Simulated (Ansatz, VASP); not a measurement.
Al2B2N: VASP beside Ansatz

```xyz
5
Lattice="3.5203 0.0000 0.0000 -1.7601 3.0487 0.0000 0.0000 0.0000 5.8614" Properties=species:S:1:pos:R:3 pbc="T T T"
Al    0.0000    2.0324    3.6309
Al    1.7601    1.0162    2.2305
B     0.0000    2.0324    1.3957
B     1.7601    1.0162    4.4658
N     0.0000    0.0000    0.0000
```

Change from the starting cell: species swapped into the MgZn2Sb2 type (P-3m1, No. 164).

Alike in both runs: task relaxation of cell and atoms; functional PBE; k mesh 6 × 6 × 4; occupations gaussian, width 0.1 eV; no spin polarisation.

|  | VASP | Ansatz |
| --- | --- | --- |
| version | VASP 6.6.1 | Ansatz 0.2.0 |
| potentials or method | VASP PAW PBE potentials, release 64 (Al, B, N) | scalar-relativistic, plane waves, PAW |
| plane-wave cutoff (eV) | 600 | 420 |
| valence electrons in the cell | 17 | 17 |

|  | VASP | Ansatz | Ansatz less VASP |
| --- | --- | --- | --- |
| gap on the k mesh at the Fermi level, each at its own relaxed structure (eV) | none | none | - |
| relaxed volume (Å³/atom) | 9.07 | 9.09 | +0.013 |
| relaxed cell length with the largest relative difference (Å) | 2.978 | 2.981 | +0.0028 |
| energy change over the relaxation (meV/atom) | -1920 | -1920 | +0.5 |

A gap of «none» marks a metal or a gap that the smearing closes.

Caveats: the volume moved by over 15 % at a fixed basis, so the end points are rough (VASP).
